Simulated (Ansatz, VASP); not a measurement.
# Cross-check of H between VASP and Ansatz, part 2 of 2

Aim: how closely do two programs agree when they are given the same cell, functional and k mesh? The cell is taken from a series of runs on this material, whose earlier steps may have relaxed, scaled, displaced or heated it; both programs get it as it stands.

VASP 6.6.1 and Ansatz 0.2.0.

So far: Set-up; Ansatz: zone-centre phonons, LDA.

## 3. VASP: zone-centre phonons, LDA

Level of this step: LDA; plane waves and PAW (H) (VASP).

The same cell, functional (in two slightly different forms) and mesh now go to VASP, with its own data sets.

Lines of VASP's logs that name or quote its potential files are left out, and so is its time.

Contents of INCAR:

```
SYSTEM = H
PREC = Accurate
ENCUT = 500
EDIFF = 1E-08
NELM = 120
ISMEAR = 0
SIGMA = 0.01
LREAL = .FALSE.
ALGO = Normal
GGA = CA
NBANDS = 7
LORBIT = 11
LWAVE = .FALSE.
LCHARG = .FALSE.
ISIF = 2
IBRION = 8
LEPSILON = .TRUE.
LASPH = .TRUE.
GGA_COMPAT = .FALSE.
EFERMI = MIDGAP
KPAR = 2
```

Contents of POSCAR:

```
H
1.0
   -1.4077289816      1.4077289816      1.9306998989
    1.4077289816     -1.4077289816      1.9306998989
    1.4077289816      1.4077289816     -1.9306998989
H
2
Direct
    0.9002742729      0.9002742729      0.0000000000
    0.0997257271      0.0997257271      0.0000000000
```

Contents of KPOINTS:

```
Automatic mesh
0
Gamma
12 12 12
0 0 0
```

PAW data sets: H (LDA family, release 64).

Run with:

```sh
$ mpirun -np 2 vasp_std
```

Output:

```text
[banner, memory and clock lines left out]
running    2 mpi-ranks, on    1 nodes
 distrk:  each k-point on    1 cores,    2 groups
 distr:  one band on    1 cores,    1 groups

 POSCAR found type information on POSCAR H
 POSCAR found :  1 types and       2 ions
 LDA part: xc-table for (Slater(with rela. corr.)+CA(PZ))
 , standard interpolation
 POSCAR, INCAR and KPOINTS ok, starting setup
 FFT: planning ... GRIDC
 FFT: planning ... GRID_SOFT
 FFT: planning ... GRID
 WAVECAR not read
 entering main loop
       N       E                     dE             d eps       ncg     rms          rms(c)
DAV:   1    -0.710785181512E+01   -0.71079E+01   -0.53328E+02  2303   0.193E+02
DAV:   2    -0.730486325887E+01   -0.19701E+00   -0.19701E+00  3066   0.920E+00
DAV:   3    -0.730508703548E+01   -0.22378E-03   -0.22378E-03  2436   0.289E-01
DAV:   4    -0.730508719758E+01   -0.16210E-06   -0.16210E-06  3437   0.824E-03
DAV:   5    -0.730508719766E+01   -0.81847E-10   -0.81852E-10  2506   0.946E-05    0.419E+00
DAV:   6    -0.695894557038E+01    0.34614E+00   -0.20099E-01  2310   0.158E+00    0.226E+00
DAV:   7    -0.680893180836E+01    0.15001E+00   -0.34299E-01  2331   0.218E+00    0.209E-01
DAV:   8    -0.680978976510E+01   -0.85796E-03   -0.18164E-03  2499   0.199E-01    0.741E-02
DAV:   9    -0.680963360780E+01    0.15616E-03   -0.33448E-04  2688   0.694E-02    0.664E-03
DAV:  10    -0.680963412922E+01   -0.52142E-06   -0.33255E-06  2625   0.124E-02    0.155E-03
DAV:  11    -0.680963432390E+01   -0.19468E-06   -0.87271E-08  2548   0.146E-03    0.109E-04
DAV:  12    -0.680963432505E+01   -0.11535E-08   -0.22903E-10  2499   0.922E-05
   1 F= -.68096343E+01 E0= -.68096343E+01  d E =0.000000E+00
 Linear response reoptimize wavefunctions to high precision
DAV:   1    -0.680963432521E+01   -0.15932E-09   -0.85451E-11  2394   0.458E-05
DAV:   2    -0.680963432521E+01   -0.49738E-13   -0.43686E-13  1253   0.409E-06
 Linear response G [H, r] |phi>, progress :
  Direction:   1
       N       E                     dE             d eps       ncg     rms
RMM:   1    -0.780421652921E+01   -0.78042E+01   -0.87693E+00  4463   0.119E+01
RMM:   2    -0.787398607163E+01   -0.69770E-01   -0.57734E-02  3644   0.144E+00
RMM:   3    -0.787416104284E+01   -0.17497E-03   -0.88273E-05  3749   0.529E-02
RMM:   4    -0.787416131166E+01   -0.26883E-06   -0.31247E-07  3803   0.257E-03
RMM:   5    -0.787416131281E+01   -0.11511E-08   -0.13714E-09  3356   0.159E-04
 Linear response G [H, r] |phi>, progress :
  Direction:   2
       N       E                     dE             d eps       ncg     rms
RMM:   1    -0.720105991555E+01   -0.72011E+01   -0.91882E+00  4500   0.119E+01
RMM:   2    -0.727110541350E+01   -0.70045E-01   -0.60951E-02  3627   0.151E+00
RMM:   3    -0.727128929377E+01   -0.18388E-03   -0.97071E-05  3732   0.554E-02
RMM:   4    -0.727128957588E+01   -0.28211E-06   -0.32606E-07  3752   0.265E-03
RMM:   5    -0.727128957710E+01   -0.12232E-08   -0.14049E-09  3245   0.161E-04
 Linear response G [H, r] |phi>, progress :
  Direction:   3
       N       E                     dE             d eps       ncg     rms
RMM:   1    -0.756759025891E+01   -0.75676E+01   -0.10482E+01  4905   0.146E+01
RMM:   2    -0.759356546517E+01   -0.25975E-01   -0.15674E-02  3581   0.701E-01
RMM:   3    -0.759360817626E+01   -0.42711E-04   -0.39350E-05  3621   0.321E-02
RMM:   4    -0.759360826578E+01   -0.89521E-07   -0.10377E-07  3549   0.176E-03
RMM:   5    -0.759360826601E+01   -0.22993E-09   -0.41623E-10  3245   0.975E-05
 Linear response to external field (no local field effect), progress :
  Direction:   1
       N       E                     dE             d eps       ncg     rms          rms(c)
RMM:   1    -0.407189825285E-01   -0.40719E-01   -0.34223E-02  4706   0.711E-01
RMM:   2    -0.410956871005E-01   -0.37670E-03   -0.21898E-04  3544   0.857E-02
RMM:   3    -0.410968057353E-01   -0.11186E-05   -0.53480E-07  3557   0.343E-03
RMM:   4    -0.410968074397E-01   -0.17044E-08   -0.19064E-09  3319   0.190E-04
 change of polarisation eV/A/(eV/A) component  1 :     0.082    -0.015     0.041
 dielectric tensor                  component  1 :     1.972    -0.172     0.480
 Linear response to external field (no local field effect), progress :
  Direction:   2
       N       E                     dE             d eps       ncg     rms          rms(c)
RMM:   1    -0.355622255637E-01   -0.35562E-01   -0.33751E-02  4666   0.695E-01
RMM:   2    -0.359253973649E-01   -0.36317E-03   -0.23219E-04  3543   0.868E-02
RMM:   3    -0.359266734877E-01   -0.12761E-05   -0.62064E-07  3547   0.353E-03
RMM:   4    -0.359266753653E-01   -0.18776E-08   -0.22479E-09  3248   0.196E-04
 change of polarisation eV/A/(eV/A) component  2 :    -0.015     0.072     0.041
 dielectric tensor                  component  2 :    -0.172     1.850     0.480
 Linear response to external field (no local field effect), progress :
  Direction:   3
       N       E                     dE             d eps       ncg     rms          rms(c)
RMM:   1    -0.641484621131E-01   -0.64148E-01   -0.81701E-02  4655   0.114E+00
RMM:   2    -0.644903270360E-01   -0.34186E-03   -0.20617E-04  3466   0.773E-02
RMM:   3    -0.644910321535E-01   -0.70512E-06   -0.29945E-07  3381   0.279E-03
RMM:   4    -0.644910328175E-01   -0.66400E-09   -0.77843E-10  3137   0.140E-04
 change of polarisation eV/A/(eV/A) component  3 :     0.041     0.041     0.129
 dielectric tensor                  component  3 :     0.480     0.480     2.525
 Linear response to external field, progress :
  Direction:   1
       N       E                     dE             d eps       ncg     rms          rms(c)
RMM:   1    -0.381406040386E-01   -0.38141E-01   -0.33987E-02  8051   0.703E-01
RMM:   2    -0.385105422290E-01   -0.36994E-03   -0.22558E-04  6095   0.863E-02    0.263E-01
RMM:   3    -0.381240283550E-01    0.38651E-03   -0.20204E-04  6196   0.768E-02    0.156E-01
RMM:   4    -0.408575816864E-01   -0.27336E-02   -0.47534E-04  6197   0.118E-01    0.124E-02
RMM:   5    -0.410453144742E-01   -0.18773E-03   -0.14619E-06  6241   0.749E-03    0.130E-03
RMM:   6    -0.410695787299E-01   -0.24264E-04   -0.20702E-08  6330   0.783E-04    0.190E-04
RMM:   7    -0.410698960730E-01   -0.31734E-06   -0.12242E-09  6104   0.183E-04    0.181E-05
RMM:   8    -0.410695961497E-01    0.29992E-06   -0.63842E-12  3111   0.170E-05    0.558E-06
 change of polarisation eV/A/(eV/A) component  1 :     0.074    -0.003     0.040
 dielectric tensor                  component  1 :     1.877    -0.035     0.467
 Linear response to external field, progress :
  Direction:   2
       N       E                     dE             d eps       ncg     rms          rms(c)
RMM:   1    -0.381406040529E-01   -0.38141E-01   -0.33987E-02  8050   0.703E-01
RMM:   2    -0.385105422355E-01   -0.36994E-03   -0.22559E-04  6095   0.863E-02    0.263E-01
RMM:   3    -0.381240293263E-01    0.38651E-03   -0.20207E-04  6196   0.768E-02    0.156E-01
RMM:   4    -0.408575589106E-01   -0.27335E-02   -0.47541E-04  6196   0.118E-01    0.124E-02
RMM:   5    -0.410452739681E-01   -0.18772E-03   -0.14618E-06  6243   0.749E-03    0.130E-03
RMM:   6    -0.410695435668E-01   -0.24270E-04   -0.20701E-08  6328   0.783E-04    0.190E-04
RMM:   7    -0.410698600815E-01   -0.31651E-06   -0.12237E-09  6100   0.183E-04    0.181E-05
RMM:   8    -0.410695598043E-01    0.30028E-06   -0.67457E-12  3127   0.170E-05    0.559E-06
 change of polarisation eV/A/(eV/A) component  2 :    -0.003     0.074     0.004
 dielectric tensor                  component  2 :    -0.035     1.877     0.049
 Linear response to external field, progress :
  Direction:   3
       N       E                     dE             d eps       ncg     rms          rms(c)
RMM:   1    -0.641484621131E-01   -0.64148E-01   -0.81701E-02  4655   0.114E+00
RMM:   2    -0.644903270360E-01   -0.34186E-03   -0.20617E-04  3466   0.773E-02    0.604E-01
RMM:   3    -0.586201446969E-01    0.58702E-02   -0.15257E-03  3496   0.199E-01    0.288E-01
RMM:   4    -0.624325364652E-01   -0.38124E-02   -0.14731E-03  3482   0.199E-01    0.392E-02
RMM:   5    -0.631997953560E-01   -0.76726E-03   -0.81410E-06  3571   0.172E-02    0.138E-03
RMM:   6    -0.632460623447E-01   -0.46267E-04   -0.91118E-08  3596   0.153E-03    0.708E-04
RMM:   7    -0.632480277599E-01   -0.19654E-05   -0.80959E-09  3625   0.495E-04    0.135E-04
RMM:   8    -0.632492726856E-01   -0.12449E-05   -0.11194E-10  3042   0.556E-05    0.419E-05
RMM:   9    -0.632488974038E-01    0.37528E-06   -0.36089E-14  1667   0.144E-05    0.384E-06
 change of polarisation eV/A/(eV/A) component  3 :     0.037     0.036     0.109
 dielectric tensor                  component  3 :     0.433     0.430     2.285
 Linear response DOF=           2
 Linear response progress:
  Degree of freedom:   1/  2
       N       E                     dE             d eps       ncg     rms          rms(c)
RMM:   1    -0.146000316877E-01   -0.14600E-01   -0.91502E-03 11693   0.474E-01
RMM:   2    -0.146105021510E-01   -0.10470E-04   -0.96822E-06 10253   0.187E-02    0.958E-02
RMM:   3    -0.148175474974E-01   -0.20705E-03   -0.10052E-05 11444   0.152E-02    0.563E-02
RMM:   4    -0.153107609722E-01   -0.49321E-03   -0.19666E-05 10719   0.214E-02    0.165E-03
RMM:   5    -0.153037845299E-01    0.69764E-05   -0.40653E-08 11475   0.133E-03    0.375E-04
RMM:   6    -0.153014437839E-01    0.23407E-05   -0.13387E-09 11013   0.278E-04    0.730E-05
RMM:   7    -0.153012364808E-01    0.20730E-06   -0.98049E-11 11683   0.604E-05    0.537E-06
RMM:   8    -0.153012640666E-01   -0.27586E-07   -0.19957E-13 11236   0.360E-06    0.169E-06
RMM:   9    -0.153012762782E-01   -0.12212E-07    0.90298E-13 10512   0.116E-06    0.265E-07
RMM:  10    -0.153012772018E-01   -0.92357E-09    0.37996E-14  6997   0.186E-07    0.278E-08
 first order change of Fermi-energy  -0.55317E-04
 force on displaced ion       1 direction 1 :  -0.027  -0.000  -0.000
 Born effective charge ion    1 direction 1 :   0.000   0.000  -0.000
 Linear response progress:
  Degree of freedom:   2/  2
       N       E                     dE             d eps       ncg     rms          rms(c)
RMM:   1    -0.173393532491E-01   -0.17339E-01   -0.94909E-03  3856   0.528E-01
RMM:   2    -0.173846565277E-01   -0.45303E-04   -0.35010E-05  3538   0.339E-02    0.193E-01
RMM:   3    -0.173393137648E-01    0.45343E-04   -0.90220E-05  3652   0.474E-02    0.101E-01
RMM:   4    -0.180109371315E-01   -0.67162E-03   -0.10290E-04  3559   0.511E-02    0.796E-03
RMM:   5    -0.180101828430E-01    0.75429E-06   -0.30850E-07  3708   0.306E-03    0.122E-03
RMM:   6    -0.180100548223E-01    0.12802E-06   -0.22207E-09  3703   0.309E-04    0.566E-04
RMM:   7    -0.180088034613E-01    0.12514E-05   -0.16197E-09  3608   0.306E-04    0.535E-05
RMM:   8    -0.180085549235E-01    0.24854E-06   -0.28877E-11  3904   0.418E-05    0.131E-05
RMM:   9    -0.180084987772E-01    0.56146E-07   -0.15164E-11  3918   0.708E-06    0.138E-06
RMM:  10    -0.180085026600E-01   -0.38827E-08    0.74188E-13  3399   0.873E-07    0.391E-07
 first order change of Fermi-energy  -0.21570E+01
 force on displaced ion       1 direction 3 :   0.000   0.000 -30.843
 Born effective charge ion    1 direction 3 :   0.000   0.000   0.001
 Born effective charges drift removed
 Linear response finished
```

From OUTCAR (step 3):

```text
ion  position               nearest neighbor table
   1  0.900  0.900  0.000-   2 0.77
   2  0.100  0.100  0.000-   1 0.77

  LATTYP: Found a body centered tetragonal cell.
 ALAT       =     2.8154579632
 C/A-ratio  =     1.3714997163

 Subroutine GETGRP returns: Found 16 space group operations
 (whereof 16 operations were pure point group operations)

The static configuration has the point symmetry D_4h.

 Found    163 irreducible k-points:

   k-points           NKPTS =    163   k-points in BZ     NKDIM =    163   number of bands    NBANDS=      7

   dimension x,y,z NGX =    20 NGY =   20 NGZ =   20
   dimension x,y,z NGXF=    40 NGYF=   40 NGZF=   40

   ENCUT  =  500.0 eV  36.75 Ry    6.06 a.u.   5.06  5.06  5.06*2*pi/ulx,y,z

   NELECT =       2.0000    total number of electrons

 k-points in reciprocal lattice and weights: Automatic mesh
   0.00000000  0.00000000  0.00000000       0.001
   0.08333333  0.00000000 -0.00000000       0.005
   0.16666667 -0.00000000  0.00000000       0.005
   0.25000000 -0.00000000  0.00000000       0.005
   0.33333333  0.00000000  0.00000000       0.005
   0.41666667 -0.00000000  0.00000000       0.005
   0.50000000 -0.00000000  0.00000000       0.002
   0.08333333  0.08333333 -0.00000000       0.005
   0.16666667  0.08333333  0.00000000       0.009
[...]
-0.41666667 -0.41666667  0.41666667       0.001
   0.50000000  0.50000000  0.50000000       0.001

 average (electrostatic) potential at core
       1 -38.9804       2 -38.9804

  Total       -0.0344528     -0.0344528     -0.0051737      0.0000000      0.0000000      0.0000000
  in kB       -3.6067993     -3.6067993     -0.5416227      0.0000000      0.0000000      0.0000000
  external PRESSURE =      -2.5850738 kB  Pullay stress =       0.0000000 kB

  energy-cutoff  :      500.00
  volume of cell :       15.30
      direct lattice vectors                 reciprocal lattice vectors
    -1.407728982  1.407728982  1.930699899     0.000000000  0.355182003  0.258973443
     1.407728982 -1.407728982  1.930699899     0.355182003  0.000000000  0.258973443
     1.407728982  1.407728982 -1.930699899     0.355182003  0.355182003  0.000000000

 POSITION                                       TOTAL-FORCE (eV/Angst)
 -----------------------------------------------------------------------------------
      0.00000      0.00000      3.47632         0.000000      0.000000     -0.047018
      0.00000      0.00000      0.38508        -0.000000     -0.000000      0.047018
 -----------------------------------------------------------------------------------
    total drift:                               -0.000000     -0.000000      0.000000

 MACROSCOPIC STATIC DIELECTRIC TENSOR (including local field effects in DFT)
 ------------------------------------------------------
           1.876618     0.000000     0.000000
           0.000000     1.876618     0.000000
           0.000000     0.000000     2.284787
 ------------------------------------------------------

 PIEZOELECTRIC TENSOR (including local field effects)  for field in x, y, z        (C/m^2)
          XX          YY          ZZ          XY          YZ          ZX
  --------------------------------------------------------------------------------
  x     0.00000     0.00000     0.00000     0.00000     0.00000     0.00000
  y     0.00000     0.00000     0.00000     0.00000     0.00000     0.00000
  z     0.00000     0.00000     0.00000     0.00000     0.00000     0.00000

 BORN EFFECTIVE CHARGES (including local field effects) (in |e|, cummulative output)
 ---------------------------------------------------------------------------------
 ion    1
    1     0.00000     0.00000     0.00000
    2     0.00000     0.00000     0.00000
    3     0.00000     0.00000     0.00000
 ion    2
    1     0.00000     0.00000     0.00000
    2     0.00000     0.00000     0.00000
    3     0.00000     0.00000     0.00000

 Eigenvectors and eigenvalues of the dynamical matrix
 ----------------------------------------------------

   1 f  =  122.784314 THz   771.476599 2PiTHz 4095.643865 cm-1   507.794893 meV
             X         Y         Z           dx          dy          dz
      0.000000  0.000000  3.476319     0.000000    0.000000    0.707107
      0.000000  0.000000  0.385081     0.000000    0.000000   -0.707107

   2 f  =    3.653285 THz    22.954269 2PiTHz  121.860483 cm-1    15.108768 meV
             X         Y         Z           dx          dy          dz
      0.000000  0.000000  3.476319    -0.000000   -0.707107    0.000000
      0.000000  0.000000  0.385081     0.000000    0.707107    0.000000

   3 f  =    3.653285 THz    22.954269 2PiTHz  121.860483 cm-1    15.108768 meV
             X         Y         Z           dx          dy          dz
      0.000000  0.000000  3.476319    -0.707107    0.000000    0.000000
      0.000000  0.000000  0.385081     0.707107    0.000000    0.000000

   4 f  =    0.000000 THz     0.000002 2PiTHz    0.000011 cm-1     0.000001 meV
             X         Y         Z           dx          dy          dz
      0.000000  0.000000  3.476319    -0.000000    0.707107   -0.000000
      0.000000  0.000000  0.385081     0.000000    0.707107    0.000000

   5 f  =    0.000000 THz     0.000000 2PiTHz    0.000000 cm-1     0.000000 meV
             X         Y         Z           dx          dy          dz
      0.000000  0.000000  3.476319     0.000000    0.000000    0.707107
      0.000000  0.000000  0.385081     0.000000    0.000000    0.707107

   6 f/i=    0.000000 THz     0.000000 2PiTHz    0.000001 cm-1     0.000000 meV
             X         Y         Z           dx          dy          dz
      0.000000  0.000000  3.476319     0.707107    0.000000    0.000000
      0.000000  0.000000  0.385081     0.707107    0.000000    0.000000

 MACROSCOPIC STATIC DIELECTRIC TENSOR IONIC CONTRIBUTION
 ------------------------------------------------------
           0.000000     0.000000     0.000000
           0.000000     0.000000     0.000000
           0.000000     0.000000     0.000000
 ------------------------------------------------------

 ELASTIC MODULI CONTR FROM IONIC RELAXATION (kBar)
 Direction    XX          YY          ZZ          XY          YZ          ZX
 --------------------------------------------------------------------------------
 XX          -0.0163     -0.0163      5.5294      0.0000     -0.0000      0.0000
 YY          -0.0163     -0.0163      5.5294      0.0000     -0.0000      0.0000
 ZZ           5.5294      5.5294  -1878.3358      0.0000      0.0000     -0.0000
 XY           0.0000      0.0000      0.0000      0.0000      0.0000      0.0000
 YZ          -0.0000     -0.0000      0.0000      0.0000     -3.3484      0.0000
 ZX           0.0000      0.0000     -0.0000      0.0000      0.0000     -3.9467
 --------------------------------------------------------------------------------

 PIEZOELECTRIC TENSOR IONIC CONTR  for field in x, y, z        (C/m^2)
          XX          YY          ZZ          XY          YZ          ZX
  --------------------------------------------------------------------------------
  x     0.00000     0.00000     0.00000     0.00000     0.00000     0.00000
  y     0.00000     0.00000     0.00000     0.00000     0.00000     0.00000
  z     0.00000     0.00000     0.00000     0.00000     0.00000     0.00000
```

## 4. Differences

Known differences besides the potentials themselves: the two LDA forms differ slightly; fixed occupations in Ansatz, narrow Gaussian smearing in VASP; VASP's run holds the zone centre alone; the cutoff is 843.553 eV in Ansatz and 500 eV in VASP; VASP's log shows a relativistic correction to its local exchange, Ansatz's none; Ansatz's log warns that its cutoff lies below the recommended one. Total energies have different zeros and are not compared.

Both answers:

```csv
quantity,Ansatz,VASP,difference
ε∞ xx,1.87,1.88,-0.12 %
ε∞ yy,1.87,1.88,-0.12 %
ε∞ zz,2.28,2.28,-0.07 %
Born charge of H1 (mean of the diagonal) (e),0.00,0.00,0.00
optical mode 1 to 2 (cm⁻¹),215.6,121.9,+76.93 %
optical mode 3 (cm⁻¹),4074.9,4095.6,-0.51 %
```

Modes are paired by rising frequency, not by their patterns, so a pair may set unlike modes beside each other; they are those without the splitting of longitudinal modes.

## 5. Results

* r.m.s. difference of the optical zone-centre modes, each program's sorted by frequency (zone-centre phonons, LDA): 77 cm⁻¹
* difference in optical mode 1 to 2 (zone-centre phonons, LDA): +76.9 %

In words: The r.m.s. difference of the optical zone-centre modes, each program's sorted by frequency is 77 cm⁻¹ (zone-centre phonons, LDA). Among the rows given in per cent, the largest difference of the zone-centre phonons, LDA pair is in optical mode 1 to 2, +76.9 %. Ansatz's own log doubts the convergence of its zone-centre phonons, LDA run, which may account for the difference. Such differences can come from data sets, numerical settings and the points named under the comparisons, not from the functional's error against experiment.

[Lines on the potential files, build, host, timing and source positions are cut from VASP's logs without a mark.]

[Logs are printed without paths, hosts, clocks, repeated set-up lines and the standing remarks that a program may print on its own settings, such as how far it seeks lower states.]

[Hosts, paths, dates, database ids (printed as entryN), source tags and the programs' standing remarks are cut or masked in the printed files.]
